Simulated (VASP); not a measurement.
Method: PBEsol GGA, VASP's PBE PAW potentials (set 64) (plane waves; VASP).

The input files of a VASP run:

### INCAR
```
SYSTEM = PtS2
PREC = Accurate
ENCUT = 480
EDIFF = 1E-7
NELM = 100
ALGO = Normal
LREAL = .FALSE.
LASPH = .TRUE.
ISMEAR = 0
SIGMA = 0.05
GGA = PS
LMAXMIX = 6
LWAVE = .FALSE.
LCHARG = .FALSE.
ISIF = 2
```

**POSCAR**
```
PtS2
1
    1.7829133278    -3.0417750933     0.0000000000
    1.7829133278     3.0417750933     0.0000000000
    0.0000000000     0.0000000000     4.7509089928
Pt S
1 2
Direct
  1.0000000000   0.0000000000   0.0000000000
  0.3333330000   0.6666670000   0.2483770636
  0.6666670000   0.3333330000   0.7516229364
```

File KPOINTS:
```
Automatic mesh
0
Gamma
8 8 4
0 0 0
```

POTCAR, in this order: Pt S (PBE.64 set). Program: vasp_std.

The resulting files:

OUTCAR:
```
 ion  position               nearest neighbor table
   1  0.000  0.000  0.000-   2 2.35   3 2.35   3 2.37   2 2.37   3 2.37   2 2.37
   2  0.333  0.667  0.248-   1 2.35   1 2.37   1 2.37
   3  0.667  0.333  0.752-   1 2.35   1 2.37   1 2.37
  LATTYP: Found a base centered orthorhombic cell.
 ALAT       =     3.5658266556
 B/A-ratio  =     1.7060700853
 C/A-ratio  =     1.3323443486
 Subroutine PRICEL returns:
 Original cell was already a primitive cell.
 Subroutine GETGRP returns: Found  4 space group operations
The static configuration has the point symmetry C_2h.
The dynamic configuration has the point symmetry C_2h.
 Subroutine INISYM returns: Found  4 space group operations
 Subroutine IBZKPT returns following result:
 Found     78 irreducible k-points:

 Following reciprocal coordinates:
            Coordinates               Weight
  0.000000  0.000000  0.000000      1.000000
  0.125000 -0.000000  0.000000      4.000000
  0.250000 -0.000000  0.000000      4.000000
  0.375000 -0.000000  0.000000      4.000000
  0.500000 -0.000000  0.000000      2.000000
  0.125000  0.125000  0.000000      2.000000
  0.250000  0.125000  0.000000      4.000000
  0.375000  0.125000  0.000000      4.000000
  0.500000  0.125000  0.000000      4.000000
 -0.375000  0.125000  0.000000      4.000000
 -0.250000  0.125000  0.000000      4.000000
 -0.125000  0.125000  0.000000      2.000000
  0.250000  0.250000  0.000000      2.000000
  0.375000  0.250000  0.000000      4.000000
  0.500000  0.250000  0.000000      4.000000
 -0.375000  0.250000  0.000000      4.000000
 -0.250000  0.250000  0.000000      2.000000
  0.375000  0.375000  0.000000      2.000000
  0.500000  0.375000  0.000000      4.000000
 -0.375000  0.375000  0.000000      2.000000
  0.500000  0.500000  0.000000      1.000000
  0.000000  0.000000  0.250000      2.000000
  0.125000 -0.000000  0.250000      4.000000
 -0.125000  0.000000  0.250000      4.000000
  0.250000 -0.000000  0.250000      4.000000
 -0.250000  0.000000  0.250000      4.000000
  0.375000 -0.000000  0.250000      4.000000
 -0.375000  0.000000  0.250000      4.000000
  0.500000 -0.000000  0.250000      4.000000
  0.125000  0.125000  0.250000      4.000000
  0.250000  0.125000  0.250000      4.000000
 -0.250000 -0.125000  0.250000      4.000000
  0.375000  0.125000  0.250000      4.000000
 -0.375000 -0.125000  0.250000      4.000000
  0.500000  0.125000  0.250000      4.000000
  0.500000 -0.125000  0.250000      4.000000
 -0.375000  0.125000  0.250000      4.000000
  0.375000 -0.125000  0.250000      4.000000
 -0.250000  0.125000  0.250000      4.000000
  0.250000 -0.125000  0.250000      4.000000
   k-points           NKPTS =     78   k-points in BZ     NKDIM =     78   number of bands    NBANDS=     15
   number of dos      NEDOS =    301   number of ions     NIONS =      3
   total plane-waves  NPLWV =  28224
   dimension x,y,z NGX =    28 NGY =   28 NGZ =   36
   dimension x,y,z NGXF=    56 NGYF=   56 NGZF=   72
   ions per type =               1   2
   PREC   = accura    normal or accurate (medium, high low for compatibility)
   ISTART =      0    job   : 0-new  1-cont  2-samecut
   ICHARG =      2    charge: 1-file 2-atom 10-const
   ISPIN  =      1    spin polarized calculation?
   LNONCOLLINEAR =      F non collinear calculations
   LSORBIT =      F    spin-orbit coupling
   INIWAV =      1    electr: 0-lowe 1-rand  2-diag
   ENCUT  =  480.0 eV  35.28 Ry    5.94 a.u.   6.30  6.30  8.49*2*pi/ulx,y,z
   NELM   =    100;   NELMIN=  2; NELMDL= -5     # of ELM steps
   EDIFF  = 0.1E-06   stopping-criterion for ELM
...
```

File OSZICAR:
```
       N       E                     dE             d eps       ncg     rms          rms(c)
DAV:   1     0.108813257184E+03    0.10881E+03   -0.10171E+04  2412   0.123E+03
DAV:   2    -0.135789582099E+02   -0.12239E+03   -0.11983E+03  2928   0.242E+02
DAV:   3    -0.182782134077E+02   -0.46993E+01   -0.46622E+01  3033   0.514E+01
DAV:   4    -0.183249581815E+02   -0.46745E-01   -0.46736E-01  2907   0.565E+00
DAV:   5    -0.183257227209E+02   -0.76454E-03   -0.76452E-03  3117   0.695E-01    0.202E+01
DAV:   6    -0.172128905994E+02    0.11128E+01   -0.76873E+00  2368   0.285E+01    0.128E+01
DAV:   7    -0.170071407492E+02    0.20575E+00   -0.12885E+00  2368   0.126E+01    0.596E+00
DAV:   8    -0.169776915392E+02    0.29449E-01   -0.79175E-02  2739   0.220E+00    0.130E+00
DAV:   9    -0.169727328186E+02    0.49587E-02   -0.12808E-02  2760   0.126E+00    0.242E-01
DAV:  10    -0.169728368651E+02   -0.10405E-03   -0.16438E-03  2844   0.307E-01    0.926E-02
DAV:  11    -0.169728489814E+02   -0.12116E-04   -0.45548E-05  2998   0.607E-02    0.413E-02
DAV:  12    -0.169728482000E+02    0.78148E-06   -0.63568E-06  2914   0.261E-02    0.130E-02
DAV:  13    -0.169728485315E+02   -0.33151E-06   -0.16402E-06  2886   0.108E-02    0.379E-03
DAV:  14    -0.169728485819E+02   -0.50491E-07   -0.55465E-08  1737   0.209E-03
   1 F= -.16972849E+02 E0= -.16972849E+02  d E =-.405169E-10
```

**OUTCAR**
```
------------------------ aborting loop because EDIFF is reached ----------------------------------------
  FORCE on cell =-STRESS in cart. coord.  units (eV):
  Direction    XX          YY          ZZ          XY          YZ          ZX
  --------------------------------------------------------------------------------------
  Total        1.1248350      2.1473366      1.1046450      0.0000000     -0.3251092      0.0000000
  in kB       34.9732009     66.7646636     34.3454556      0.0000000    -10.1082451      0.0000000
  external PRESSURE =      45.3611067 kB  Pullay stress =       0.0000000 kB
  volume of cell :       51.53
      direct lattice vectors                 reciprocal lattice vectors
     1.782913328 -3.041775093  0.000000000     0.280439880 -0.164377702  0.000000000
     1.782913328  3.041775093  0.000000000     0.280439880  0.164377702  0.000000000
     0.000000000  0.000000000  4.750908993     0.000000000  0.000000000  0.210486036
 POSITION                                       TOTAL-FORCE (eV/Angst)
 -----------------------------------------------------------------------------------
      0.00000      0.00000      0.00000         0.000000     -0.000000      0.000000
      1.78291      1.01393      1.18002        -0.000000     -0.103416      0.415447
      1.78291     -1.01393      3.57089        -0.000000      0.103416     -0.415447
 -----------------------------------------------------------------------------------
    total drift:                                0.000000     -0.000000      0.000000
  FREE ENERGIE OF THE ION-ELECTRON SYSTEM (eV)
  ---------------------------------------------------
  free  energy   TOTEN  =       -16.9728485819 eV

  energy  without entropy=      -16.9728485819  energy(sigma->0) =      -16.97284858
```
(Selected blocks of OUTCAR.)

Without a dispersion term in the relaxation, distances and binding between the weakly bound layers, chains or molecules are unreliable, and so is what depends on them.

The compound is PtS2 in the 1T layered structure. This cell was strained or had an atom moved on purpose.
